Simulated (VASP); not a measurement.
The input files of a VASP run:

### POSCAR
```
Ag
1
   -0.0000000000     1.9930513886     1.9930513886
    1.9930513886    -0.0000000000     1.9930513886
    1.9930513886     1.9930513886    -0.0000000000
Ag
1
Direct
  0.0000000000   0.0000000000   0.0000000000
```

### KPOINTS
```
Automatic mesh
0
Gamma
14 14 14
0 0 0
```

INCAR:
```
SYSTEM = Ag
PREC = Accurate
ENCUT = 480
EDIFF = 1E-7
NELM = 100
ALGO = Normal
LREAL = .FALSE.
LASPH = .TRUE.
ISMEAR = 1
SIGMA = 0.1
GGA = PE
LMAXMIX = 4
LWAVE = .FALSE.
LCHARG = .FALSE.
ISIF = 3
IBRION = 2
NSW = 40
EDIFFG = -0.01
PSTRESS = 150
```

POTCAR, in this order: Ag (PBE.64 set). Program: vasp_std.

Q: Translate this PBE calculation to Quantum ESPRESSO's pw.x.

A: One equivalent input (not run):
```
&CONTROL
  calculation = 'vc-relax'
  pseudo_dir = './pseudo'
  outdir = './out'
  tprnfor = .true.
  tstress = .true.
  nstep = 40
  forc_conv_thr = 0.00039
/
&SYSTEM
  ibrav = 0
  nat = 1
  ntyp = 1
  ecutwfc = 82
  occupations = 'smearing'
  smearing = 'methfessel-paxton'
  degauss = 0.00735
  input_dft = 'pbe'
/
&ELECTRONS
  conv_thr = 7.3e-09
  electron_maxstep = 100
/
&IONS
/
&CELL
  press = 150
/
ATOMIC_SPECIES
  Ag 107.868 Ag.upf
CELL_PARAMETERS angstrom
    -0.0000000    1.9930514    1.9930514
     1.9930514   -0.0000000    1.9930514
     1.9930514    1.9930514   -0.0000000
ATOMIC_POSITIONS crystal
  Ag   0.0000000  0.0000000  0.0000000
K_POINTS automatic
  14 14 14 0 0 0
```
Limits of the translation: the potentials are each code's own (VASP's PAW set, PseudoDojo norm-conserving files in pw.x), so ENCUT and ecutwfc are chosen apart and not converted; conv_thr bounds pw.x's estimated SCF error, while EDIFF bounds the energy change between steps; forc_conv_thr acts on force components and is met together with etot_conv_thr.

The compound is Ag in the fcc structure. This run relaxes it under an external pressure of 15 GPa. Symmetry was kept, so distortions that lower it aren't found.
